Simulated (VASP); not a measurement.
Output of a VASP run:

### OUTCAR
```
 ion  position               nearest neighbor table
   1  0.500  0.500  0.500-   2 2.92   2 2.92   2 2.92   2 2.92   2 2.92   2 2.92
   2  0.000  0.000  0.000-   1 2.92   1 2.92   1 2.92   1 2.92   1 2.92   1 2.92
  LATTYP: Found a face centered cubic cell.
 ALAT       =     5.8407437958
 Subroutine PRICEL returns:
 Original cell was already a primitive cell.
 Subroutine GETGRP returns: Found 48 space group operations
The static configuration has the point symmetry O_h .
The dynamic configuration has the point symmetry O_h .
 Subroutine INISYM returns: Found 48 space group operations
 Subroutine IBZKPT returns following result:
 Found     29 irreducible k-points:

 Following reciprocal coordinates:
            Coordinates               Weight
  0.000000  0.000000  0.000000      1.000000
  0.125000  0.000000  0.000000      8.000000
  0.250000  0.000000  0.000000      8.000000
  0.375000  0.000000  0.000000      8.000000
  0.500000  0.000000  0.000000      4.000000
  0.125000  0.125000  0.000000      6.000000
  0.250000  0.125000  0.000000     24.000000
  0.375000  0.125000  0.000000     24.000000
  0.500000  0.125000  0.000000     24.000000
 -0.375000  0.125000  0.000000     24.000000
 -0.250000  0.125000  0.000000     24.000000
 -0.125000  0.125000  0.000000     12.000000
  0.250000  0.250000  0.000000      6.000000
  0.375000  0.250000  0.000000     24.000000
  0.500000  0.250000  0.000000     24.000000
 -0.375000  0.250000  0.000000     24.000000
 -0.250000  0.250000  0.000000     12.000000
  0.375000  0.375000  0.000000      6.000000
  0.500000  0.375000  0.000000     24.000000
 -0.375000  0.375000  0.000000     12.000000
  0.500000  0.500000  0.000000      3.000000
  0.375000  0.250000  0.125000     24.000000
  0.500000  0.250000  0.125000     48.000000
 -0.375000  0.250000  0.125000     24.000000
  0.500000  0.375000  0.125000     24.000000
 -0.375000  0.375000  0.125000     48.000000
 -0.250000  0.375000  0.125000     24.000000
 -0.375000  0.500000  0.125000     12.000000
 -0.250000  0.500000  0.250000      6.000000
   k-points           NKPTS =     29   k-points in BZ     NKDIM =     29   number of bands    NBANDS=     14
   number of dos      NEDOS =    301   number of ions     NIONS =      2
   total plane-waves  NPLWV =  27000
   dimension x,y,z NGX =    30 NGY =   30 NGZ =   30
   dimension x,y,z NGXF=    60 NGYF=   60 NGZF=   60
   ions per type =               1   1
   PREC   = accura    normal or accurate (medium, high low for compatibility)
   ISTART =      0    job   : 0-new  1-cont  2-samecut
   ICHARG =      2    charge: 1-file 2-atom 10-const
   ISPIN  =      1    spin polarized calculation?
   LNONCOLLINEAR =      F non collinear calculations
   LSORBIT =      F    spin-orbit coupling
   INIWAV =      1    electr: 0-lowe 1-rand  2-diag
   ENCUT  =  500.0 eV  36.75 Ry    6.06 a.u.   7.53  7.53  7.53*2*pi/ulx,y,z
   NELM   =    100;   NELMIN=  2; NELMDL= -5     # of ELM steps
   EDIFF  = 0.1E-05   stopping-criterion for ELM
   LREAL  =      F    real-space projection
   NLSPLINE    = F    spline interpolate recip. space projectors
   LMAXMIX     =    4 max onsite mixed and CHGCAR
   VOSKOWN=      0    Vosko Wilk Nusair interpolation
   EDIFFG = -.2E-01   stopping-criterion for IOM
   NSW    =     40    number of steps for IOM
   NBLOCK =      1;   KBLOCK =     40    inner block; outer block
   IBRION =      2    ionic relax: 0-MD 1-quasi-New 2-CG
   NFREE  =      1    steps in history (QN), initial steepest desc. (CG)
   ISIF   =      3    stress and relaxation
   ISYM   =      2    0-nonsym 1-usesym 2-fastsym
   TEIN   =    0.0    initial temperature
   TEBEG  =    0.0;   TEEND  =   0.0 temperature during run
   SMASS  =  -3.00    Nose mass-parameter (am)
   PSTRESS=  450.0 pullay stress
   NELECT =      20.0000    total number of electrons
   EFERMI =   0.00;   METHOD = LEGACY
   ISMEAR =     0;   SIGMA  =   0.05  broadening in eV -4-tet -1-fermi 0-gaus
   IALGO  =     38    algorithm
...
```

File OSZICAR:
```
...
DAV:   1    -0.259776436141E+02   -0.19886E+02   -0.54548E+02  1058   0.352E+02    0.469E+01
DAV:   2    -0.160565913466E+01    0.24372E+02   -0.73634E+01   908   0.283E+02    0.895E+00
DAV:   3     0.389225328525E+00    0.19949E+01   -0.69766E+00  1170   0.496E+01    0.648E+00
DAV:   4     0.496950846567E+00    0.10773E+00   -0.88112E-01  1034   0.118E+01    0.160E+00
DAV:   5     0.461409374985E+00   -0.35541E-01   -0.52809E-02  1106   0.295E+00    0.140E+00
DAV:   6     0.437284522464E+00   -0.24125E-01   -0.24746E-02  1222   0.320E+00    0.188E-01
DAV:   7     0.437323817316E+00    0.39295E-04   -0.18534E-03  1132   0.704E-01    0.167E-01
DAV:   8     0.437250847037E+00   -0.72970E-04   -0.15199E-04   972   0.109E-01    0.777E-02
DAV:   9     0.437250701325E+00   -0.14571E-06   -0.24807E-05  1064   0.455E-02    0.322E-02
DAV:  10     0.437250169648E+00   -0.53168E-06   -0.11476E-06   692   0.942E-03
   2 F= 0.10196721E+02 E0= 0.10197905E+02  d E =0.229698E+01
       N       E                     dE             d eps       ncg     rms          rms(c)
DAV:   1    -0.167496699030E+02   -0.17187E+02   -0.50167E+02  1022   0.638E+02    0.226E+01
DAV:   2    -0.763543907192E+01    0.91142E+01   -0.31739E+01   980   0.103E+02    0.820E+00
DAV:   3    -0.529406971443E+01    0.23414E+01   -0.10560E+01  1004   0.594E+01    0.141E+00
DAV:   4    -0.527175724149E+01    0.22312E-01   -0.30709E-01  1096   0.739E+00    0.215E+00
DAV:   5    -0.526269708714E+01    0.90602E-02   -0.15914E-02  1060   0.157E+00    0.158E+00
DAV:   6    -0.525563313259E+01    0.70640E-02   -0.80355E-03  1050   0.916E-01    0.246E-01
DAV:   7    -0.525503696433E+01    0.59617E-03   -0.41784E-03  1040   0.130E+00    0.194E-01
DAV:   8    -0.525502554915E+01    0.11415E-04   -0.13157E-04   878   0.137E-01    0.729E-02
DAV:   9    -0.525501271347E+01    0.12836E-04   -0.73081E-05   988   0.154E-01    0.539E-02
DAV:  10    -0.525501215093E+01    0.56254E-06   -0.48552E-06   878   0.184E-02
   3 F= 0.76980146E+01 E0= 0.76980690E+01  d E =-.201726E+00
       N       E                     dE             d eps       ncg     rms          rms(c)
DAV:   1    -0.518061927524E+01    0.74393E-01   -0.22977E-01  1022   0.101E+01    0.560E-01
DAV:   2    -0.517430032750E+01    0.63189E-02   -0.13087E-02   992   0.269E+00    0.175E-01
DAV:   3    -0.517319806671E+01    0.11023E-02   -0.40602E-03  1016   0.134E+00    0.269E-02
DAV:   4    -0.517319919684E+01   -0.11301E-05   -0.10945E-04   838   0.985E-02    0.339E-02
DAV:   5    -0.517320707873E+01   -0.78819E-05   -0.17357E-05  1014   0.546E-02    0.160E-02
DAV:   6    -0.517320920899E+01   -0.21303E-05   -0.23457E-06   764   0.212E-02    0.436E-03
DAV:   7    -0.517320904922E+01    0.15977E-06   -0.15284E-07   406   0.471E-03
   4 F= 0.76961727E+01 E0= 0.76962818E+01  d E =-.203568E+00
       N       E                     dE             d eps       ncg     rms          rms(c)
DAV:   1    -0.515199757621E+01    0.21212E-01   -0.15790E-02  1028   0.267E+00    0.147E-01
DAV:   2    -0.515156517223E+01    0.43240E-03   -0.89286E-04   992   0.700E-01    0.460E-02
DAV:   3    -0.515149058112E+01    0.74591E-04   -0.27943E-04  1016   0.351E-01    0.738E-03
DAV:   4    -0.515149170356E+01   -0.11224E-05   -0.74698E-06   832   0.259E-02    0.929E-03
DAV:   5    -0.515149321522E+01   -0.15117E-05   -0.99326E-07   448   0.143E-02    0.304E-03
DAV:   6    -0.515149386765E+01   -0.65243E-06   -0.47567E-07   406   0.117E-02
   5 F= 0.76960911E+01 E0= 0.76962196E+01  d E =-.203650E+00
```

File OUTCAR:
```
------------------------ aborting loop because EDIFF is reached ----------------------------------------
  FORCE on cell =-STRESS in cart. coord.  units (eV):
  Direction    XX          YY          ZZ          XY          YZ          ZX
  --------------------------------------------------------------------------------------
  Total       12.8485465     12.8485465     12.8485465      0.0000000      0.0000000      0.0000000
  in kB      450.0336770    450.0336770    450.0336770      0.0000000      0.0000000      0.0000000
  external PRESSURE =       0.0336770 kB  Pullay stress =     450.0000000 kB
  volume of cell :       45.74
      direct lattice vectors                 reciprocal lattice vectors
    -0.000000000  2.838549840  2.838549840    -0.176146282  0.176146282  0.176146282
     2.838549840  0.000000000  2.838549840     0.176146282 -0.176146282  0.176146282
     2.838549840  2.838549840  0.000000000     0.176146282  0.176146282 -0.176146282
  FREE ENERGIE OF THE ION-ELECTRON SYSTEM (eV)
  ---------------------------------------------------
  free  energy   TOTEN  =        -5.1514938677 eV

  energy  without entropy=       -5.1512368417  energy(sigma->0) =       -5.15136535
  enthalpy is  TOTEN    =         7.6960911229 eV   P V=       12.8475849905

 reached required accuracy - stopping structural energy minimisation
```
(Selected blocks of OUTCAR.)

POSCAR:
```
PbTe
1
    0.0000000000     2.9203718979     2.9203718979
    2.9203718979     0.0000000000     2.9203718979
    2.9203718979     2.9203718979     0.0000000000
Te Pb
1 1
Direct
  0.5000000000   0.5000000000   0.5000000000
  0.0000000000   0.0000000000   0.0000000000
```

Task: Reconstruct the remaining input files.

Result: Several could match; the one computed here: the input of the run itself, PBE GGA, plane waves, VASP's PBE PAW potentials (set 64).

INCAR:
```
ALGO  =  Normal
EDIFF  =  1E-6
EDIFFG  =  -0.02
ENCUT  =  500
GGA  =  PE
IBRION  =  2
ISIF  =  3
ISMEAR  =  0
LASPH  =  .TRUE.
LCHARG  =  .FALSE.
LMAXMIX  =  4
LREAL  =  .FALSE.
LWAVE  =  .FALSE.
NELM  =  100
NSW  =  40
PREC  =  Accurate
PSTRESS  =  450
SIGMA  =  0.05
SYSTEM  =  PbTe
```

KPOINTS:
```
Automatic mesh
0
Gamma
8 8 8
0 0 0
```

POTCAR, in this order: Te Pb_d (PBE.64 set). Program: vasp_std.

Energy and stress use the plane-wave basis of the starting cell.

The compound is PbTe in the rock salt structure. This run relaxes it under an external pressure of 45 GPa. Symmetry was kept, so distortions that lower it aren't found.
